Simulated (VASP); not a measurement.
NbWS4:

```
Nb W S
1.0
     3.47292    0.00000    0.00000
    -1.73646    3.00764    0.00000
     0.00000    0.00000   13.14691
Nb W S
1 1 4
Direct
  0.00000 0.00000 0.50000
  0.00000 0.00000 0.00000
  0.33333 0.66667 0.87803
  0.33333 0.66667 0.37132
  0.66667 0.33333 0.62868
  0.66667 0.33333 0.12197
```

The cell was built by a generator and needn't be a form met in nature.

- Program: VASP 6.6.1
- Task: relaxation of cell and atoms
- Functional: PBE
- Potentials or basis: VASP PAW PBE potentials, release 64 (Nb_sv, W_sv, S)
- Cutoff: 520 eV
- k mesh: 5 × 5 × 1
- Occupations: gaussian, width 0.15 eV
- Spin: no spin polarisation

At the start: pressure -14.6 GPa; volume 22.89 Å³/atom.

Task: Where does the relaxation end?

Result: Over 7 steps the energy falls by 181.7 meV/atom and the volume is 19.85 Å³/atom (-13.3 %); space group P-3m1 (No. 164, to 0.05 Å).

Step by step:
| step | energy change (eV) | largest force (eV/Å) | pressure (GPa) | volume (Å³) |
| --- | --- | --- | --- | --- |
| 1 | 0.0000 | 2.1808 | -14.63 | 137.32 |
| 2 | 1.7241 | 5.6329 | 42.53 | 99.81 |
| 3 | -1.0763 | 0.3186 | -1.38 | 120.82 |
| 4 | -1.0808 | 0.2167 | -0.47 | 120.05 |
| 5 | -1.0809 | 0.2751 | -0.08 | 119.72 |
| 6 | -1.0889 | 0.1196 | 0.07 | 119.37 |
| 7 | -1.0901 | 0.0247 | 0.12 | 119.10 |

Final structure:
```cif
data_structure
_symmetry_space_group_name_H-M 'P 1'
_symmetry_Int_Tables_number 1
_cell_length_a 3.3085
_cell_length_b 3.3085
_cell_length_c 12.5639
_cell_angle_alpha 90.000
_cell_angle_beta 90.000
_cell_angle_gamma 120.000
_cell_volume 119.10
loop_
_atom_site_label
_atom_site_type_symbol
_atom_site_fract_x
_atom_site_fract_y
_atom_site_fract_z
_atom_site_occupancy
Nb1 Nb 0.00000 0.00000 0.50000 1
W1 W 0.00000 0.00000 0.00000 1
S1 S 0.33333 0.66667 0.87920 1
S2 S 0.33333 0.66667 0.37523 1
S3 S 0.66667 0.33333 0.62477 1
S4 S 0.66667 0.33333 0.12080 1
```

Caveat: the k mesh is coarse (spacing up to 0.48 Å⁻¹), so the values aren't converged; this functional lacks dispersion, which binds the layers, so the pressure and a relaxed spacing across them are unreliable.
